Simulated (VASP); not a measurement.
Here is the system:

```
KF
1.0
    0.00000     2.67350     2.67350
    2.67350     0.00000     2.67350
    2.67350     2.67350     0.00000
K F
1 1
Direct
  0.00000   0.00000   0.00000
  0.50000   0.50000   0.50000
```

The numbers are results of PBE GGA with D3 dispersion (Becke-Johnson damping), VASP's PBE PAW potentials (set 64) (plane waves; VASP), not measurements. Run with 650 eV cut-off, 8×8×8 Γ-centred mesh, Gaussian smearing of 0.050 eV, potentials K_sv F.

Give the elastic stiffness tensor with the ions relaxed (GPa, in the frame of the cell).

```tsv
	xx	yy	zz	yz	xz	xy
xx	72.7	13.1	13.1	0.0	0.0	0.0
yy	13.1	72.7	13.1	0.0	0.0	0.0
zz	13.1	13.1	72.7	0.0	0.0	0.0
yz	0.0	0.0	0.0	12.8	0.0	0.0
xz	0.0	0.0	0.0	0.0	12.8	0.0
xy	0.0	0.0	0.0	0.0	0.0	12.8
```

Estimate the Hill bulk modulus, Hill shear modulus, Young's modulus, Poisson's ratio.

The Hill bulk modulus comes out as 33.0 GPa. The Hill shear modulus comes out as 18.1 GPa, the Young's modulus is 460 kbar and the Poisson's ratio is 0.268.

The structure comes from a measured KF entry (Fm-3m) of the Crystallography Open Database, whose conditions weren't checked. The cell was not relaxed at this level.
